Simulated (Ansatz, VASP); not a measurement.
# KSrBr3: VASP beside Ansatz

Wanted: the spread between two codes on one cell, functional and k mesh. The cell is generated by rule, not measured, and may not be a known phase. The cell is taken from a series of runs on this material, whose earlier steps may have relaxed, scaled, displaced or heated it; both programs get it as it stands.

Main program and level: Ansatz 0.2.0; plane waves, with VASP 6.6.1 beside it; zone-centre phonons at PBEsol.

The structure was built from a prototype and need not be the compound's stable phase.

## (1) Starting point

Symmetry: Pm-3m, No. 221, cubic system. The conventional cell has a = 5.873 Å, b = 5.873 Å, c = 5.873 Å, α = 90.00°, β = 90.00°, γ = 90.00°. K has 12 Br at 4.15 Å nearest. Sr has 6 Br at 2.94 Å nearest. Nearest to Br lie 2 Sr at 2.94 Å and 4 K at 4.15 Å. Farther neighbours and most contacts between anions are not listed.

Coordinates:

```cif
data_structure
_symmetry_space_group_name_H-M 'Pm-3m'
_symmetry_Int_Tables_number 221
_cell_length_a 5.8733
_cell_length_b 5.8733
_cell_length_c 5.8733
_cell_angle_alpha 90.000
_cell_angle_beta 90.000
_cell_angle_gamma 90.000
_cell_volume 202.61
loop_
_atom_site_label
_atom_site_type_symbol
_atom_site_symmetry_multiplicity
_atom_site_Wyckoff_symbol
_atom_site_fract_x
_atom_site_fract_y
_atom_site_fract_z
_atom_site_occupancy
K1 K 1 a 0.00000 0.00000 0.00000 1
Sr1 Sr 1 b 0.50000 0.50000 0.50000 1
Br1 Br 3 c 0.00000 0.50000 0.50000 1
```

## (2) Ansatz: zone-centre phonons, PBEsol

Ansatz runs on norm-conserving files, of PseudoDojo where its log says so.

Second derivatives magnify differences that forces hide, and they need a tight electronic threshold.

The input, input.yaml:

```yaml
crystal:
  lattice:
    - [5.8733190708, 0.0, 0.0]
    - [0.0, 5.8733190708, 0.0]
    - [0.0, 0.0, 5.8733190708]
  atoms:
    - { symbol: K, position: [0.0, 0.0, 0.0] }
    - { symbol: Sr, position: [0.5, 0.5, 0.5] }
    - { symbol: Br, position: [0.0, 0.5, 0.5] }
    - { symbol: Br, position: [0.5, 0.0, 0.5] }
    - { symbol: Br, position: [0.5, 0.5, 0.0] }
kpoints:
  mp_grid: { grid: [4, 4, 4] }
hamiltonian:
  xc: pbesol
  pseudopotentials: { kind: nc, accuracy: standard }
scf:
  occupations: { method: fixed }
output:
  eigenvalues: true
phonons:
  method: dfpt
  qmesh: [2, 2, 2]
  temperatures: { t_max: 1000, t_step: 50 }
  qpath:
    path:
      - [[0.0, 0.0, 0.0], [0.0, 0.5, 0.0], [0.5, 0.5, 0.0], [0.0, 0.0, 0.0], [0.5, 0.5, 0.5], [0.0, 0.5, 0.0]]
      - [[0.5, 0.5, 0.5], [0.5, 0.5, 0.0]]
    npoints: 10
  non_analytic_term:
    high_frequency_dielectric_tensor: [[2.7386, 0.0, 0.0], [0.0, 2.7386, 0.0], [0.0, 0.0, 2.7386]]
    born_effective_charges:
      - { species: K, tensor: [[1.314, 0.0, 0.0], [0.0, 1.314, 0.0], [0.0, 0.0, 1.314]] }
      - { species: Sr, tensor: [[2.4104, 0.0, 0.0], [0.0, 2.4104, 0.0], [0.0, 0.0, 2.4104]] }
      - { species: Br, tensor: [[-2.0009, 0.0, 0.0], [0.0, -0.8617, 0.0], [0.0, 0.0, -0.8617]] }
      - { species: Br, tensor: [[-0.8617, 0.0, 0.0], [0.0, -2.0009, 0.0], [0.0, 0.0, -0.8617]] }
      - { species: Br, tensor: [[-0.8617, 0.0, 0.0], [0.0, -0.8617, 0.0], [0.0, 0.0, -2.0009]] }
    source: "zone-centre run at this cell"
```

Launch:

```
> ansatz run input.yaml --threads 8 --pin off --max-ram 14336MiB --backend cpu --events-out ev --progress --plain --runs-dir out
```

Numbers of over 12 decimals in the logs are rounded to 6 here.

What it wrote:

```text
Engine: ansatz 0.2.0, aarch64-unknown-linux-gnu
Pseudopotentials: kind: nc
Pseudopotential: K, nc, valence charge 9, recommended cutoff 1006.821291 eV (normal), K.nc.azcp (PseudoDojo's, or run here from an input of PseudoDojo's; its table is named by hamiltonian.pseudopotentials.accuracy)
Pseudopotential: Sr, nc, valence charge 10, recommended cutoff 925.187132 eV (normal), Sr.nc.azcp (PseudoDojo's, or run here from an input of PseudoDojo's; its table is named by hamiltonian.pseudopotentials.accuracy)
Pseudopotential: Br, nc, valence charge 7, recommended cutoff 625.861884 eV (normal), Br.nc.azcp (PseudoDojo's, or run here from an input of PseudoDojo's; its table is named by hamiltonian.pseudopotentials.accuracy)
Functional definition: PBEsol
  exchange = pbesol_x
  correlation = pbesol_c
Crystal: 5 atoms, lattice volume = 202.605 Å³
Basis set: ecut = 1006.821291 eV, 14771 PW (Γ), exchange–correlation on 128×128×128 points (8 copies of the dense FFT grid, shifted against one another)
Bands: 25, of which v1, the nominal top of the filled ones, is band 20 counted from 1 (19 counted from 0)
Symmetry: 48 space group operations
k-points: 10 of 64
Non-local potential: K, projectors of the file, l = 0: 2, l = 1: 2, l = 2: 2
Non-local potential: Sr, projectors of the file, l = 0: 2, l = 1: 2, l = 2: 2
Non-local potential: Br, projectors of the file, l = 0: 2, l = 1: 2, l = 2: 2
Initial density: superposition of atomic densities (chi_scale 0.1, normalization cell, long waves kept (reshape's long-wave potential 0.01 eV rms))
Initial wavefunctions: pseudopotential atomic-orbital guess
Functional: x = pbesol(κ = 0.804, μ = 0.123457), c = pbesol(β = 0.046)
SCF iter   1: F=—  HF=-3041.090512 eV  |F-HF|=—  |Δ(HF+E_count)|=         —  Δρ=3.26e-2  dr2=4.27e0  ethr=3.10e-3  ⟨swp⟩=8.8  Hψ=1418  notcnv=0  defer=26
preconditioner: auto → Resta (q_TF=auto, 2.082 Å⁻¹)  ε∞=4.5  [insulator: Δε(μ)=2.833 eV  Ē_g=5.879 eV  n_scr=26 (ndim 8)  ℏωp=11.1 eV  f_vac=0.004  ε∞_Penn≈4.5]
SCF iter   2: F=—  HF=-3039.622208 eV  |F-HF|=—  |Δ(HF+E_count)|=    1.47e0  Δρ=1.38e-2  dr2=9.67e-1  ethr=3.10e-3  ⟨swp⟩=5.1  Hψ=664  notcnv=0  defer=25
SCF iter   3: F=—  HF=-3039.227869 eV  |F-HF|=—  |Δ(HF+E_count)|=   3.94e-1  Δρ=4.15e-3  dr2=6.08e-2  ethr=2.42e-3  ⟨swp⟩=4.6  Hψ=564  notcnv=0  defer=26
SCF iter   4: F=—  HF=-3039.227981 eV  |F-HF|=—  |Δ(HF+E_count)|=   1.12e-4  Δρ=9.73e-4  dr2=3.09e-3  ethr=1.52e-4  ⟨swp⟩=4.2  Hψ=630  notcnv=0  defer=26
SCF iter   5: F=—  HF=-3039.229802 eV  |F-HF|=—  |Δ(HF+E_count)|=   1.82e-3  Δρ=2.91e-4  dr2=2.62e-4  ethr=7.73e-6  ⟨swp⟩=4.2  Hψ=484  notcnv=0  defer=26
SCF iter   6: F=—  HF=-3039.230406 eV  |F-HF|=—  |Δ(HF+E_count)|=   6.04e-4  Δρ=6.69e-5  dr2=2.30e-5  ethr=6.55e-7  ⟨swp⟩=3.2  Hψ=455  notcnv=0  defer=26
SCF iter   7: F=—  HF=-3039.230456 eV  |F-HF|=—  |Δ(HF+E_count)|=   4.91e-5  Δρ=2.06e-5  dr2=3.42e-6  ethr=5.75e-8  ⟨swp⟩=2.5  Hψ=430  notcnv=0  defer=24
SCF iter   8: F=—  HF=-3039.230655 eV  |F-HF|=—  |Δ(HF+E_count)|=   2.00e-4  Δρ=4.78e-6  dr2=4.92e-8  ethr=8.54e-9  ⟨swp⟩=2.1  Hψ=398  notcnv=0  defer=24
SCF iter   9: F=—  HF=-3039.230655 eV  |F-HF|=—  |Δ(HF+E_count)|=   6.81e-8  Δρ=8.40e-7  dr2=2.60e-9  ethr=1.23e-10  ⟨swp⟩=2.5  Hψ=434  notcnv=0  defer=24
SCF iter  10: F=—  HF=-3039.230655 eV  |F-HF|=—  |Δ(HF+E_count)|=   6.33e-9  Δρ=2.78e-7  dr2=2.04e-10  ethr=6.49e-12  ⟨swp⟩=2.4  Hψ=459  notcnv=0  defer=24
SCF iter  11: F=-3039.230655 eV  HF=-3039.230655 eV  |F-HF|=1.55e-11  |Δ(HF+E_count)|=  3.57e-10  Δρ=6.13e-8  dr2=8.07e-12  ethr=1.00e-12  ⟨swp⟩=25.3  Hψ=3086  notcnv=0
SCF 1 converged in 11 iterations: F = -3039.230655 eV  dr2 = 8.07e-12
NSCF: frozen V_eff on 10 k-points
NSCF: frozen V_eff on 27 k-points
DFPT response loops at q = (0, 0, 0) (fractional): preconditioner auto → none (the input reference at scf.mixing.eps_inf says where Resta's filter doesn't serve); β = 0.50; Broyden in place of MSR1
NSCF: frozen V_eff on 54 k-points
DFPT response loops at q = (0, 0, -0.5) (fractional): preconditioner auto → Resta (q_TF=auto, 2.082 Å⁻¹)  ε∞=4.0 (no band partly filled); β = 1.00, the filter's whole step (`scf.mixing.beta` (0.50) is not read by the response loops at its default; to damp them type it under 1.00, their step now; it binds the ground state too); Broyden in place of MSR1
NSCF: frozen V_eff on 54 k-points
DFPT response loops at q = (0, -0.5, -0.5) (fractional): mixed as the last ones told, above
NSCF: frozen V_eff on 54 k-points
DFPT response loops at q = (-0.5, -0.5, -0.5) (fractional): mixed as the last ones told, above
SCF converged after 11 iterations
Free energy (F): -3039.230655 eV
Harris-Foulkes:  -3039.230655 eV  (|F-HF|=1.55e-11)
Internal energy: -3039.230655 eV  (E = F + TS)
E sigma→0 (E₀):  -3039.230655 eV
Fermi energy:    1.121174 eV
--- Per-component energies (eV) ---
  E_band       = -336.361926
  E_kinetic    = 887.609912
  E_local      = -2361.169584  (includes V_loc(G=0)·N_el)
  E_nonlocal   = 437.712342
  E_hartree    = 664.007344
  E_xc         = -820.364312
  E_vxc        = -628.529295  (∫ρ·V_xc dr)
  E_ewald      = -1847.026357
  E_smearing   = -0.000000  (= −TS)
  E_closure    = -0.000000  (closes the sum)
  Σ components = -3039.230655   (vs F -3039.230655, Δ=0.00e0)
--- Band table (eV; the first three rows and the last of 10) ---
  k-point 0: bands = [... 16 lower, 0.6279, 0.8747, 0.8747, 0.8747, 4.8466, 6.2541, 6.2541, 6.2541, ... 1 higher]
  k-point 1: bands = [... 16 lower, 0.5059, 0.5683, 0.8178, 0.8178, 5.4208, 6.3425, 6.7862, 6.7862, ... 1 higher]
  k-point 2: bands = [... 16 lower, 0.3098, 0.5111, 0.7917, 0.7917, 6.4450, 6.5771, 6.5841, 7.5272, ... 1 higher]
  k-point 9: bands = [... 16 lower, -0.2892, 1.1212, 1.1212, 1.1212, 6.2177, 7.5090, 7.5090, 7.5090, ... 1 higher]
--- Phonons (Γ-DFPT): 4 representative perturbations + reference (Σ response iterations 10) ---
  ASR residual: 1.922e-4 → 0.000e0 eV/Å²; symmetrization residual: 1.505e-6 eV/Å²
  ASR residual per site (eV/Å²): 9.66e-5 1.92e-4 6.98e-5 6.98e-5 6.98e-5
  Γ frequencies (cm⁻¹): -55.50 -55.50 -55.50 -20.93 -20.93 -20.93 0.00 0.00 0.00 52.80 52.80 52.80 180.33 180.33 180.33
--- Phonons (arbitrary-q DFPT): 4 irreducible q on the 2×2×2 mesh ---
  q = [0.0000, 0.0000, 0.0000] (star 1, of the zone-centre solve; hermiticity 5.27e-7, symmetrization 1.96e-14): -55.50 -55.50 -55.50 -20.93 -20.93 -20.93 -0.00 0.00 0.00 52.80 52.80 52.80 180.33 180.33 180.33
  q = [0.0000, 0.0000, -0.5000] (star 3, 9 solved perturbations in 216 linear systems a pass and spin channel, the states on 27 of 64 k-point pairs; hermiticity 4.02e-7, symmetrization 1.39e-12, the responses' own estimated error 1.3e-4 eV/Å²): -50.75 -50.75 -20.57 -20.57 -14.16 30.44 30.44 40.99 45.20 45.20 48.27 148.67 163.07 180.26 180.26
  q = [0.0000, -0.5000, -0.5000] (star 3, 9 solved perturbations in 216 linear systems a pass and spin channel, the states on 27 of 64 k-point pairs; hermiticity 2.19e-7, symmetrization 2.85e-12, the responses' own estimated error 1.2e-4 eV/Å²): -51.72 -51.72 -42.08 -41.82 14.58 14.58 44.01 47.25 47.25 51.34 143.88 149.09 149.09 165.89 180.21
  q = [-0.5000, -0.5000, -0.5000] (star 1, 4 solved perturbations in 81 linear systems a pass and spin channel, the states on 27 of 64 k-point pairs; hermiticity 1.04e-7, symmetrization 4.31e-13, the responses' own estimated error 1.1e-4 eV/Å²): -54.27 -54.27 -54.27 -42.26 -42.26 -42.26 60.04 60.04 60.04 143.62 143.62 147.11 147.11 147.11 169.35
  sum rule: each row above includes the acoustic sum rule's correction from the zone centre's row sums; it moved no ω² by more than (0.82 cm⁻¹)²
  mesh force constants: q→R imaginary residual 3.65e-18; ASR residual 1.922e-4 → 0.000e0 eV/Å²; symmetrization residual 9.770e-15 eV/Å²
  interpolated dispersion: 63 rows × 15 modes
  density of states and harmonic sums: on the 12×12×12 q-mesh, interpolated from the force constants of a 2×2×2 supercell (with the dipole–dipole term of supplied tensors)
  largest difference from the sums on the solved wave vectors: F 6.51e-2 eV, S 7.20e-5 and C_V 1.37e-5 eV/K
  zero-point energy: 0.059451 eV/cell   skipped modes (ω ≤ 0): 449, of them read as no rigid motion or as one in doubt: 446 (5.329e0 modes/cell left out, lowest -55.50 cm⁻¹)   left out of the sums: 3.55e-1 of the cell's modes: C_V's classical limit lies that fraction below 3 k_B per atom; for a crystal, a wire or a layer, F and S can be off by more, and a phonons.interpolated_qmesh denser along its periods is the remedy for the sampling
```

Reading the cycles: dr2 is the Hartree energy of the density residual (eV), the measure of convergence; HF is the Harris–Foulkes estimate of the energy, which meets the free energy F at convergence.

[end of part 1 of 3]

[Lines on the potential files, build, host, timing and source positions are cut from VASP's logs without a mark.]

[Logs are printed without paths, hosts, clocks, repeated set-up lines and the standing remarks that a program may print on its own settings, such as how far it seeks lower states.]

[Hosts, paths, dates, database ids (printed as entryN), source tags and the programs' standing remarks are cut or masked in the printed files.]
